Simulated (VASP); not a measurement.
Given:

```
MoSe2
1.0
    1.66104    -2.87701     0.00000
    1.66104     2.87701     0.00000
    0.00000     0.00000    15.03615
Mo Se
2 4
Direct
  0.33333   0.66667   0.25000
  0.66667   0.33333   0.75000
  0.33333   0.66667   0.86113
  0.66667   0.33333   0.36113
  0.66667   0.33333   0.13887
  0.33333   0.66667   0.63887
```

These are PBE GGA, VASP's PBE PAW potentials (set 64) (plane waves; VASP 6.6.1) values and carry that method's errors. Settings: 520 eV cut-off, 9×9×2 Γ-centred mesh, tetrahedra with Blöchl corrections, potentials Mo_sv Se.

The cores are frozen, which limits the accuracy of field gradients. Without a dispersion term in the relaxation, distances and binding between the weakly bound layers, chains or molecules are unreliable, and so is what depends on them.

Task: Give the principal components of the electric field gradient (V/Å²) and the asymmetry η at each nucleus.

Result: 
```
atom   Vxx   Vyy     Vzz     η
----  ----  ----  ------  ----
Mo1   36.2  36.2   -72.4  0.00
Mo2   36.2  36.2   -72.4  0.00
Se3   51.0  51.0  -102.0  0.00
Se4   51.0  51.0  -102.0  0.00
Se5   51.0  51.0  -102.0  0.00
Se6   51.0  51.0  -102.0  0.00
```

The compound is MoSe2 in the 2H layered structure. It was relaxed first, which changed the volume by +19 %.
